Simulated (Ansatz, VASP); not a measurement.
# BPd3C in two plane-wave programs, part 3 of 3

Wanted: the spread between two codes on one cell, functional and k mesh. The cell is generated by rule, not measured, and may not be a known phase. The cell is taken from a series of runs on this material, whose earlier steps may have relaxed, scaled, displaced or heated it; both programs get it as it stands.

VASP 6.6.1 and Ansatz 0.2.0.

So far: Starting point; Ansatz: zone-centre phonons, PBEsol; VASP: zone-centre phonons, PBEsol.

### 3. VASP: zone-centre phonons, PBEsol (continued)

Level of this step: PBEsol; plane waves and PAW (B, Pd, C); invented cell (VASP).

Numbers of over 12 decimals in the logs are rounded to 6 here.

OUTCAR, selected parts (step 3):

```text
ion  position               nearest neighbor table
   1  0.140  0.140  0.140-   2 2.03   3 2.03   4 2.03
   2  0.473  0.473  0.995-   5 2.00   1 2.03   5 2.14   4 2.80   3 2.80   4 2.90   3 2.90   3 2.90
                             4 2.90   4 3.06   3 3.06
   3  0.995  0.473  0.473-   5 2.00   1 2.03   5 2.14   2 2.80   4 2.80   4 2.90   4 2.90   2 2.90
                             2 2.90   2 3.06   4 3.06
   4  0.473  0.995  0.473-   5 2.00   1 2.03   5 2.14   2 2.80   3 2.80   3 2.90   3 2.90   2 2.90
                             2 2.90   2 3.06   3 3.06
   5  0.512  0.512  0.512-   2 2.00   3 2.00   4 2.00   4 2.14   3 2.14   2 2.14

  LATTYP: Found a trigonal (rhomboedric) cell.
 ALAT       =     4.1194156574
 COS(alpha) =    -0.0119860173

 Subroutine GETGRP returns: Found  6 space group operations
 (whereof  6 operations were pure point group operations)

The static configuration has the point symmetry C_3v.

 Found     85 irreducible k-points:

   k-points           NKPTS =     85   k-points in BZ     NKDIM =     85   number of bands    NBANDS=     24

   dimension x,y,z NGX =    36 NGY =   36 NGZ =   36
   dimension x,y,z NGXF=    72 NGYF=   72 NGZF=   72

   ENCUT  =  600.0 eV  44.10 Ry    6.64 a.u.   8.23  8.23  8.23*2*pi/ulx,y,z

   NELECT =      37.0000    total number of electrons

 k-points in reciprocal lattice and weights: Automatic mesh
   0.00000000  0.00000000  0.00000000       0.001
   0.11111111  0.00000000  0.00000000       0.008
   0.22222222  0.00000000  0.00000000       0.008
   0.33333333  0.00000000  0.00000000       0.008
   0.44444444  0.00000000  0.00000000       0.008
   0.11111111  0.11111111  0.00000000       0.008
   0.22222222  0.11111111  0.00000000       0.016
   0.33333333  0.11111111  0.00000000       0.016
   0.44444444  0.11111111  0.00000000       0.016
[...]
-0.22222222  0.44444444  0.22222222       0.016
[...]
POSITION                                       TOTAL-FORCE (eV/Angst)
 -----------------------------------------------------------------------------------
      0.00000     -0.00000      0.98712         0.000000      0.000000     -0.071529
      0.00000     -1.76666      4.55927         0.000000      0.016988      0.029652
      1.52997      0.88333      4.55927        -0.014712     -0.008494      0.029652
     -1.52997      0.88333      4.55927         0.014712     -0.008494      0.029652
      0.00000     -0.00000      3.61128         0.000000      0.000000     -0.017427
 -----------------------------------------------------------------------------------
    total drift:                               -0.000000     -0.000000      0.000073

 Eigenvectors and eigenvalues of the dynamical matrix
 ----------------------------------------------------

   1 f  =   15.593329 THz    97.975777 2PiTHz  520.137475 cm-1    64.488799 meV
             X         Y         Z           dx          dy          dz
      0.000000 -0.000000  0.987122    -0.131880    0.000000   -0.000000
      0.000000 -1.766659  4.559270     0.024798    0.000000   -0.000000
      1.529972  0.883330  4.559270    -0.149109   -0.100405   -0.133474
     -1.529972  0.883330  4.559270    -0.149109    0.100405    0.133475
      0.000000 -0.000000  3.611283     0.939006   -0.000001   -0.000000

   2 f  =   15.593329 THz    97.975777 2PiTHz  520.137475 cm-1    64.488799 meV
             X         Y         Z           dx          dy          dz
      0.000000 -0.000000  0.987122     0.000000    0.131880    0.000000
      0.000000 -1.766659  4.559270    -0.000000    0.207078   -0.154123
      1.529972  0.883330  4.559270     0.100405    0.033171    0.077062
     -1.529972  0.883330  4.559270    -0.100405    0.033171    0.077061
      0.000000 -0.000000  3.611283    -0.000001   -0.939006    0.000000

   3 f  =   14.706764 THz    92.405322 2PiTHz  490.564832 cm-1    60.822260 meV
             X         Y         Z           dx          dy          dz
      0.000000 -0.000000  0.987122    -0.000000   -0.000000    0.643012
      0.000000 -1.766659  4.559270     0.000000    0.015378   -0.149000
      1.529972  0.883330  4.559270    -0.013317   -0.007689   -0.149000
     -1.529972  0.883330  4.559270     0.013317   -0.007689   -0.149000
      0.000000 -0.000000  3.611283     0.000000    0.000000    0.720572

   4 f  =   14.428192 THz    90.655001 2PiTHz  481.272667 cm-1    59.670179 meV
             X         Y         Z           dx          dy          dz
      0.000000 -0.000000  0.987122    -0.000000   -0.000000    0.689233
      0.000000 -1.766659  4.559270     0.000000   -0.231187   -0.005658
      1.529972  0.883330  4.559270     0.200214    0.115594   -0.005658
     -1.529972  0.883330  4.559270    -0.200214    0.115594   -0.005658
      0.000000 -0.000000  3.611283     0.000000   -0.000000   -0.603755

   5 f  =   11.633794 THz    73.097282 2PiTHz  388.061587 cm-1    48.113483 meV
             X         Y         Z           dx          dy          dz
      0.000000 -0.000000  0.987122    -0.908760    0.000002    0.000000
      0.000000 -1.766659  4.559270    -0.081799   -0.000001   -0.000000
      1.529972  0.883330  4.559270     0.196838    0.160872   -0.130217
     -1.529972  0.883330  4.559270     0.196839   -0.160872    0.130217
      0.000000 -0.000000  3.611283    -0.065574    0.000000    0.000000

   6 f  =   11.633794 THz    73.097282 2PiTHz  388.061587 cm-1    48.113483 meV
             X         Y         Z           dx          dy          dz
      0.000000 -0.000000  0.987122    -0.000002   -0.908760   -0.000000
      0.000000 -1.766659  4.559270    -0.000000    0.289718    0.150362
      1.529972  0.883330  4.559270     0.160872    0.011080   -0.075181
     -1.529972  0.883330  4.559270    -0.160871    0.011080   -0.075181
      0.000000 -0.000000  3.611283    -0.000000   -0.065574    0.000000

   7 f  =    4.709499 THz    29.590652 2PiTHz  157.091962 cm-1    19.476912 meV
             X         Y         Z           dx          dy          dz
      0.000000 -0.000000  0.987122    -0.000000   -0.000000    0.282440
      0.000000 -1.766659  4.559270     0.000000    0.528819    0.001300
      1.529972  0.883330  4.559270    -0.457970   -0.264409    0.001300
     -1.529972  0.883330  4.559270     0.457970   -0.264409    0.001300
      0.000000 -0.000000  3.611283    -0.000000    0.000000   -0.285088

   8 f  =    4.092631 THz    25.714757 2PiTHz  136.515468 cm-1    16.925753 meV
             X         Y         Z           dx          dy          dz
      0.000000 -0.000000  0.987122     0.000001    0.024111    0.000000
      0.000000 -1.766659  4.559270     0.000008   -0.254648    0.679451
      1.529972  0.883330  4.559270    -0.243454    0.167015   -0.339740
     -1.529972  0.883330  4.559270     0.243448    0.167028   -0.339711
      0.000000 -0.000000  3.611283    -0.000007   -0.260315   -0.000000

   9 f  =    4.092631 THz    25.714757 2PiTHz  136.515468 cm-1    16.925753 meV
             X         Y         Z           dx          dy          dz
      0.000000 -0.000000  0.987122     0.024111   -0.000001   -0.000000
      0.000000 -1.766659  4.559270     0.307578    0.000006   -0.000017
      1.529972  0.883330  4.559270    -0.114085   -0.243455   -0.588413
     -1.529972  0.883330  4.559270    -0.114097    0.243447    0.588430
      0.000000 -0.000000  3.611283    -0.260315    0.000007    0.000000

  10 f  =    1.496489 THz     9.402717 2PiTHz   49.917497 cm-1     6.188978 meV
             X         Y         Z           dx          dy          dz
      0.000000 -0.000000  0.987122     0.000000   -0.000000    0.000000
      0.000000 -1.766659  4.559270    -0.577350   -0.000000    0.000000
      1.529972  0.883330  4.559270     0.288675   -0.500000   -0.000000
     -1.529972  0.883330  4.559270     0.288675    0.500000    0.000000
      0.000000 -0.000000  3.611283    -0.000000   -0.000000    0.000000

  11 f  =    0.003163 THz     0.019874 2PiTHz    0.105509 cm-1     0.013081 meV
             X         Y         Z           dx          dy          dz
      0.000000 -0.000000  0.987122    -0.175091   -0.027749    0.000000
      0.000000 -1.766659  4.559270    -0.551806   -0.087184    0.000087
      1.529972  0.883330  4.559270    -0.550421   -0.086653   -0.000521
     -1.529972  0.883330  4.559270    -0.550654   -0.088118    0.000434
      0.000000 -0.000000  3.611283    -0.184842   -0.029295    0.000000

  12 f  =    0.003163 THz     0.019874 2PiTHz    0.105509 cm-1     0.013081 meV
             X         Y         Z           dx          dy          dz
      0.000000 -0.000000  0.987122    -0.027749    0.175091    0.000000
      0.000000 -1.766659  4.559270    -0.087452    0.550115   -0.000551
      1.529972  0.883330  4.559270    -0.087984    0.551499    0.000200
     -1.529972  0.883330  4.559270    -0.086519    0.551267    0.000351
      0.000000 -0.000000  3.611283    -0.029295    0.184842    0.000000

  13 f/i=    0.004983 THz     0.031311 2PiTHz    0.166227 cm-1     0.020610 meV
             X         Y         Z           dx          dy          dz
      0.000000 -0.000000  0.987122    -0.000000    0.000000   -0.178106
      0.000000 -1.766659  4.559270    -0.000000   -0.000530   -0.557762
      1.529972  0.883330  4.559270     0.000459    0.000265   -0.557762
     -1.529972  0.883330  4.559270    -0.000459    0.000265   -0.557762
      0.000000 -0.000000  3.611283    -0.000000    0.000000   -0.187033

  14 f/i=    2.058944 THz    12.936728 2PiTHz   68.678987 cm-1     8.515105 meV
             X         Y         Z           dx          dy          dz
      0.000000 -0.000000  0.987122    -0.000003   -0.353205   -0.000000
      0.000000 -1.766659  4.559270     0.000005   -0.405926   -0.398309
      1.529972  0.883330  4.559270    -0.393410    0.275473    0.199158
     -1.529972  0.883330  4.559270     0.393407    0.275481    0.199151
      0.000000 -0.000000  3.611283    -0.000001   -0.105729   -0.000000

  15 f/i=    2.058944 THz    12.936728 2PiTHz   68.678987 cm-1     8.515105 meV
             X         Y         Z           dx          dy          dz
      0.000000 -0.000000  0.987122     0.353205   -0.000003    0.000000
      0.000000 -1.766659  4.559270    -0.502612   -0.000004   -0.000004
      1.529972  0.883330  4.559270     0.178788    0.393411   -0.344944
     -1.529972  0.883330  4.559270     0.178796   -0.393406    0.344948
      0.000000 -0.000000  3.611283     0.105729   -0.000001    0.000000

 ELASTIC MODULI CONTR FROM IONIC RELAXATION (kBar)
 Direction    XX          YY          ZZ          XY          YZ          ZX
 --------------------------------------------------------------------------------
 XX        -955.4089   -259.3582   -562.7957      0.0000      6.5290     -0.0000
 YY        -259.3582   -955.4089   -562.7957      0.0000     -6.5290     -0.0000
 ZZ        -562.7957   -562.7957   -679.7378      0.0000      0.0000     -0.0000
 XY           0.0000      0.0000      0.0000   -349.2821     -0.0000      4.4417
 YZ           6.5290     -6.5290      0.0000     -0.0000   -208.2447      0.0000
 ZX          -0.0000     -0.0000     -0.0000      4.4417      0.0000   -224.9194
 --------------------------------------------------------------------------------
```

This run has no spin polarisation. Its electron count is odd, so without a moment it is a metal by construction.

### 4. Comparison

Known differences besides the potentials themselves: the data sets hold 61 valence electrons in Ansatz (on its default PAW (the set named soft_2) files) and 37 in VASP; the cutoff is 420 eV in Ansatz and 600 eV in VASP; Ansatz makes its cores anew for this functional, VASP keeps those of its PBE data sets. Total energies have different zeros and are not compared.

Both answers:

| quantity | Ansatz | VASP | difference |
| --- | --- | --- | --- |
| optical mode 1 to 2 (imaginary, printed as negative) (cm⁻¹) | -67.2 | -68.7 | +1.5 |
| optical mode 3 (cm⁻¹) | 51.0 | 49.9 | +1.1 |
| optical mode 4 to 5 (cm⁻¹) | 137.5 | 136.5 | +0.71 % |
| optical mode 6 (cm⁻¹) | 158.2 | 157.1 | +0.67 % |
| optical mode 7 to 8 (cm⁻¹) | 379.6 | 388.1 | -2.17 % |
| optical mode 9 (cm⁻¹) | 473.0 | 481.3 | -1.71 % |
| optical mode 10 (cm⁻¹) | 485.5 | 490.6 | -1.04 % |
| optical mode 11 to 12 (cm⁻¹) | 514.8 | 520.1 | -1.03 % |

Modes are paired by rising frequency, not by their patterns, so a pair may set unlike modes beside each other; they are those without the splitting of longitudinal modes.

### 5. Outcome

```
r.m.s. difference of the optical zone-centre modes, each program's sorted by frequency (zone-centre phonons, PBEsol) : 5.0 cm⁻¹
difference in optical mode 7 to 8 (zone-centre phonons, PBEsol)                                                      : -2.2 %
```

In words: The r.m.s. difference of the optical zone-centre modes, each program's sorted by frequency is 5.0 cm⁻¹ (zone-centre phonons, PBEsol). The data sets hold unlike numbers of valence electrons (61 in Ansatz and 37 in VASP), so part of the differences comes from the potentials. Among the rows given in per cent, the largest difference of the zone-centre phonons, PBEsol pair is in optical mode 7 to 8, -2.2 %. Such differences can come from data sets, numerical settings and the points named under the comparisons, not from the functional's error against experiment.

[Lines on the potential files, build, host, timing and source positions are cut from VASP's logs without a mark.]

[Logs are printed without paths, hosts, clocks, repeated set-up lines and the standing remarks that a program may print on its own settings, such as how far it seeks lower states.]

[Hosts, paths, dates, database ids (printed as entryN), source tags and the programs' standing remarks are cut or masked in the printed files.]
